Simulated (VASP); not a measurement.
An input for Quantum ESPRESSO's pw.x (written as the equivalent of a VASP run, and not itself run):

```
&CONTROL
  calculation = 'vc-relax'
  pseudo_dir = './pseudo'
  outdir = './out'
  tprnfor = .true.
  tstress = .true.
  nstep = 40
  forc_conv_thr = 0.00078
/
&SYSTEM
  ibrav = 0
  nat = 2
  ntyp = 2
  ecutwfc = 60
  occupations = 'smearing'
  smearing = 'methfessel-paxton'
  degauss = 0.00735
  input_dft = 'pz'
/
&ELECTRONS
  conv_thr = 7.3e-08
  electron_maxstep = 100
/
&IONS
/
&CELL
  press = 200
/
ATOMIC_SPECIES
  Hg 200.592 Hg.upf
  S 32.060 S.upf
CELL_PARAMETERS angstrom
     0.0000000    2.7372638    2.7372638
     2.7372638   -0.0000000    2.7372638
     2.7372638    2.7372638   -0.0000000
ATOMIC_POSITIONS crystal
  Hg   1.0000000  0.0000000  0.0000000
  S    0.2500000  0.2500000  0.2500000
K_POINTS automatic
  12 12 12 0 0 0
```

Task: Write the VASP files for the same calculation (LDA).

Result: One answer among several that fit: 
### INCAR
```
SYSTEM = HgS
PREC = Accurate
ENCUT = 500
EDIFF = 1E-6
NELM = 100
ALGO = Normal
LREAL = .FALSE.
LASPH = .TRUE.
ISMEAR = 1
SIGMA = 0.1
LMAXMIX = 6
LWAVE = .FALSE.
LCHARG = .FALSE.
IBRION = 2
ISIF = 3
NSW = 40
EDIFFG = -0.02
PSTRESS = 200
```

POSCAR:
```
HgS
1.0
  0.0000000000   2.7372638443   2.7372638443
  2.7372638443   0.0000000000   2.7372638443
  2.7372638443   2.7372638443   0.0000000000
Hg S
1 1
Cartesian
  0.0000000000   2.7372638443   2.7372638443
  1.3686319222   1.3686319222   1.3686319222
```

### KPOINTS
```
Automatic mesh
0
Gamma
12 12 12
0 0 0
```

POTCAR, in this order: Hg S (LDA.64 set). Program: vasp_std.

The two are equivalent in intent, not identical: the potentials are each code's own (VASP's PAW set, PseudoDojo norm-conserving files in pw.x), so ENCUT and ecutwfc are chosen apart and not converted; conv_thr bounds pw.x's estimated SCF error, while EDIFF bounds the energy change between steps; forc_conv_thr acts on force components and is met together with etot_conv_thr.

The compound is HgS in the zinc blende structure, metacinnabar; cinnabar is the stable form. It was relaxed first under an external pressure of 20 GPa.
